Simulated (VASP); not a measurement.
Input:

```
CELL_PARAMETERS angstrom
      5.66512     0.00000     0.00000
      0.00000     5.66512     0.00000
      0.00000     0.00000     5.66512
ATOMIC_POSITIONS crystal
  Cs 0.00000 0.00000 0.00000
  Pb 0.50000 0.50000 0.50000
  Br 0.50000 0.00000 0.50000
  Br 0.00000 0.50000 0.50000
  Br 0.50000 0.50000 0.00000
```

Calculation: PBE GGA, VASP's PBE PAW potentials (set 64) (plane waves; VASP). Numerical set-up: 500 eV cut-off, 4×4×4 Γ-centred mesh, Gaussian smearing of 0.050 eV, potentials Cs_sv Pb_d Br.

Unless said otherwise, spin-orbit coupling is left out, though it shifts the bands of the heavy elements here.

Question: Predict the energy per atom (σ→0), pressure, band gap (on the k-mesh) with the smallest direct gap where there is one.

Answer: 
```yaml
band gap (on the k-mesh): 1.02 eV
smallest direct gap (on the k-mesh): 1.02 eV
energy per atom (σ→0): -3.081 eV/atom
pressure: 5.01 GPa
```

The compound is CsPbBr3 in the cubic perovskite structure, the ideal cubic form; the compound distorts at low or room temperature. It was relaxed first under an external pressure of 5 GPa.
